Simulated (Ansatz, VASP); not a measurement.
**Cross-check of Ti (Titanium) between VASP and Ansatz**

Aim: how closely do two programs agree when they are given the same cell, functional and k mesh? The cell is taken from a series of runs on this material, whose earlier steps may have relaxed, scaled, displaced or heated it; both programs get it as it stands.

Main program and level: Ansatz 0.2.0; plane waves, with VASP 6.6.1 beside it; zone-centre phonons at PBEsol.

## Step 1: Starting point

The structure is hexagonal, space group P6_3/mmc (No. 194). Conventional cell: a = 2.813 Å, b = 2.813 Å, c = 4.711 Å, α = 90.00°, β = 90.00°, γ = 120.00°. Nearest to Ti lie 12 Ti at 2.81 to 2.86 Å.

## Step 2: Ansatz: zone-centre phonons, PBEsol

Ansatz runs on its PAW soft_1 files.

Second derivatives magnify differences that forces hide, and they need a tight electronic threshold.

Contents of input.yaml:

```yaml
crystal:
  lattice:
    - [2.8134287054, 0.0, 0.0]
    - [-1.4067143527, 2.4365007306, 0.0]
    - [0.0, 0.0, 4.7114319307]
  atoms:
    - { symbol: Ti, position: [0.3333333333, 0.6666666667, 0.25] }
    - { symbol: Ti, position: [0.6666666667, 0.3333333333, 0.75] }
kpoints:
  mp_grid: { grid: [18, 18, 12] }
hamiltonian:
  xc: pbesol
  pseudopotentials: { kind: paw, azcp: { folder: soft_1 }, xc_functional: pbe }
scf:
  occupations: { method: methfessel_paxton, width: 0.2 }
output:
  eigenvalues: true
phonons:
  method: dfpt
```

Started as:

```sh
> ansatz run input.yaml --threads 4 --pin off --max-ram 10240MiB --backend cpu --events-out ev --progress --plain --runs-dir out
```

Numbers of over 12 decimals in the logs are rounded to 6 here.

The program printed:

```text
zone centre: on kpoints.mp_grid the ground state, and the responses unless they are solved on pairs of k-points, stand on 637 of the mesh's 3888 k-points, reduced under 4 symmetry operations, with k and −k counted as one. Each operation leaves every solved displacement unchanged or reverses it
Engine: ansatz 0.2.0, aarch64-unknown-linux-gnu
Pseudopotentials: kind: paw
Pseudopotential: Ti, paw, valence charge 12, recommended cutoff 420 eV (normal), soft_1/Ti.paw.azcp
Functional definition: PBEsol
  exchange = pbesol_x
  correlation = pbesol_c
Crystal: 2 atoms, lattice volume = 32.296 Å³
Basis set: ecut = 420 eV, 627 PW (Γ), exchange–correlation on 40×40×64 points (8 copies of the dense FFT grid, shifted against one another)
Bands: 16, of which v1, the nominal top of the filled ones, is band 12 counted from 1 (11 counted from 0)
Symmetry: 24 space group operations
k-points: 637 of 3888 (irreducible under 4 space group operations, time reversal used)
Non-local potential: Ti, projectors of the file, l = 0: 3, l = 1: 2, l = 2: 3, l = 3: 1
PAW form: soft (Blöchl's): semilocal exchange-correlation on the pseudo side does not see the compensation charge
PAW frozen core: Ti, regenerated for the run's functional, and the local potential with it (the file was generated under x = pbe(κ = 0.804, μ = 0.219515), c = pbe(β = 0.066725))
PAW one-centre angular grid: Ti, 590 points (default); XC on 64 Gauss nodes
Initial density: superposition of atomic densities (chi_scale 0.1, normalization cell)
Initial wavefunctions: pseudopotential atomic-orbital guess
Functional: x = pbesol(κ = 0.804, μ = 0.123457), c = pbesol(β = 0.046)
SCF iter   1: F=—  HF=-4948.202218 eV  |F-HF|=—  |Δ(HF+E_count)|=         —  Δρ=6.37e-2  dr2=1.30e0  ethr=3.10e-3  ⟨swp⟩=4.4  Hψ=89362  notcnv=0
automatic band count: the SCF goes on with 20 bands, as 16 were too few: they end inside the smearing window of the response
preconditioner: auto → none  [metal: Δε(μ)=0.013 eV  Ē_g=4.860 eV  σ=0.200 eV  W_gap=0.06  n_scr=8 (ndim 8)  ℏωp=18.5 eV  f_vac=0.000  D(μ)=1.54/eV (n_scr^D=22)  sad-step TF]
SCF iter   2: F=—  HF=-4947.900583 eV  |F-HF|=—  |Δ(HF+E_count)|=   3.02e-1  S|Δr|=    0.00e0  Δρ=3.59e-2  dr2=4.36e-1  ethr=3.10e-3  ⟨swp⟩=2.0  Hψ=21377  notcnv=0  defer=938
SCF iter   3: F=—  HF=-4947.758653 eV  |F-HF|=—  |Δ(HF+E_count)|=   1.42e-1  S|Δr|=    0.00e0  Δρ=1.51e-3  dr2=3.26e-4  ethr=1.82e-3  ⟨swp⟩=3.0  Hψ=22730  notcnv=0  defer=938
SCF iter   4: F=—  HF=-4947.758738 eV  |F-HF|=—  |Δ(HF+E_count)|=   8.57e-5  S|Δr|=    0.00e0  Δρ=1.67e-4  dr2=6.07e-6  ethr=1.36e-6  ⟨swp⟩=2.6  Hψ=22460  notcnv=0  defer=902
SCF iter   5: F=—  HF=-4947.758744 eV  |F-HF|=—  |Δ(HF+E_count)|=   6.07e-6  S|Δr|=    0.00e0  Δρ=6.79e-5  dr2=1.01e-6  ethr=2.53e-8  ⟨swp⟩=2.1  Hψ=19227  notcnv=0  defer=902
SCF iter   6: F=—  HF=-4947.758744 eV  |F-HF|=—  |Δ(HF+E_count)|=   4.42e-7  S|Δr|=    0.00e0  Δρ=1.11e-5  dr2=2.51e-8  ethr=4.21e-9  ⟨swp⟩=2.4  Hψ=17509  notcnv=0  defer=902
SCF iter   7: F=—  HF=-4947.758744 eV  |F-HF|=—  |Δ(HF+E_count)|=   9.19e-9  S|Δr|=    0.00e0  Δρ=1.03e-6  dr2=2.62e-10  ethr=1.04e-10  ⟨swp⟩=3.0  Hψ=21090  notcnv=0  defer=902
SCF iter   8: F=-4947.758744 eV  HF=-4947.758744 eV  |F-HF|=0.00e0  |Δ(HF+E_count)|=  1.02e-10  S|Δr|=    0.00e0  Δρ=4.02e-8  dr2=1.70e-13  ethr=1.00e-12  ⟨swp⟩=8.9  Hψ=51328  notcnv=0
SCF 1 converged in 8 iterations: F = -4947.758744 eV  dr2 = 1.70e-13
  greatest PAW one-centre occupation: 0.999 electrons in one spin orbital (limit 2), on the Ti atom at site 1 (counted from 0), in its partial waves of l = 0
DFPT response loops at Γ: preconditioner auto → Kerker (q_TF=auto, 2.597 Å⁻¹) (partly filled bands, converged f_vac=0.000); β = 1.00, the filter's whole step (`scf.mixing.beta` (0.50) is not read by the response loops under this deck's `scf.mixing.preconditioner`; to damp them name `kerker` or `kerker_dos`, under which they read `scf.mixing.beta`, and type it under 1.00, their step now; both keys bind the ground state too); Broyden in place of MSR1
SCF converged after 8 iterations
Stability not checked: this state was not tested for a lower state beside it, because cold or Methfessel-Paxton smearing, or corrected tetrahedra, fill the levels in a way that the test cannot read (fill_not_monotonic; see scf.lower_state_search)
Free energy (F): -4947.758744 eV
Harris-Foulkes:  -4947.758744 eV  (|F-HF|=0.00e0)
Internal energy: -4947.762834 eV  (E = F + TS)
E sigma→0 (E₀):  -4947.759767 eV
Entropy (-TS):   0.004090 eV (2.045 meV/atom)
Fermi energy:    14.327129 eV
Step filling:    the computed levels leave a gap of 0.0000 eV = 0.0 smearing widths at the electron count; against every level under it full and every level over it empty, smearing changes F+E_penalty+E_count by +1.595 meV and its σ→0 estimate by +0.573 meV
--- Per-component energies (eV) ---
  E_band       = -287.513646
  E_kinetic    = 565.757509
  E_local      = -1666.619186  (includes V_loc(G=0)·N_el)
  E_nonlocal   = 124.286077
  E_hartree    = 664.448303
  E_xc         = -231.524672
  E_vxc        = -291.340819  (∫ρ·V_xc dr)
  E_paw        = -2035.234666  (= ΣΔE_a)
  E_vpaw       = -348.493695  (= ΣTr[D̂ρ^β])
  E_aug_tail   = -0.000151  (compensation charges beyond the density's cutoff)
  E_ewald      = -2369.154819
  E_core_change = 0.278769  (= ΣΔE_core)
  E_smearing   = 0.004090  (= −TS)
  E_closure    = -0.000000  (closes the sum)
  Σ components = -4947.758744   (vs F -4947.758744, Δ=0.00e0)
--- Band table (eV; the first three rows and the last of 637) ---
  k-point 0: bands = [... 8 lower, 7.9995, 11.4371, 14.7954, 14.9056, 15.2199, 15.2199, 15.6779, 15.6779, ... 4 higher]
  k-point 1: bands = [... 8 lower, 8.0577, 11.4064, 14.7054, 14.8751, 15.2033, 15.2033, 15.6527, 15.6527, ... 4 higher]
  k-point 2: bands = [... 8 lower, 8.2299, 11.3009, 14.4883, 14.7873, 15.1663, 15.1663, 15.5835, 15.5835, ... 4 higher]
  k-point 636: bands = [... 8 lower, 12.2204, 12.2204, 13.7163, 13.7163, 14.2942, 14.2942, 16.0234, 16.0234, ... 4 higher]
--- Phonons (Γ-DFPT): 2 representative perturbations + reference, on 637 of 3888 k-points (Σ response iterations 6) ---
  k mesh reduced under 4 symmetry operations, with k and −k counted as one. Each operation leaves every solved displacement unchanged or reverses it
  ASR residual: 1.439e-5 → 0.000e0 eV/Å²; symmetrization residual: 9.244e-13 eV/Å²
  ASR residual per site (eV/Å²): 1.44e-5 1.44e-5
  Γ frequencies (cm⁻¹): 0.00 0.00 0.00 114.79 114.79 214.49
  non-analytic LO–TO correction: not included (Born effective charges unavailable; polar crystals: no LO–TO splitting at Γ)
```

The column dr2 measures how far the density is from self-consistency, as an energy; F and HF (Harris–Foulkes) agree once it is small.

[end of part 1 of 2]

[Lines on the potential files, build, host, timing and source positions are cut from VASP's logs without a mark.]

[Logs are printed without paths, hosts, clocks, repeated set-up lines and the standing remarks that a program may print on its own settings, such as how far it seeks lower states.]

[Hosts, paths, dates, database ids (printed as entryN), source tags and the programs' standing remarks are cut or masked in the printed files.]
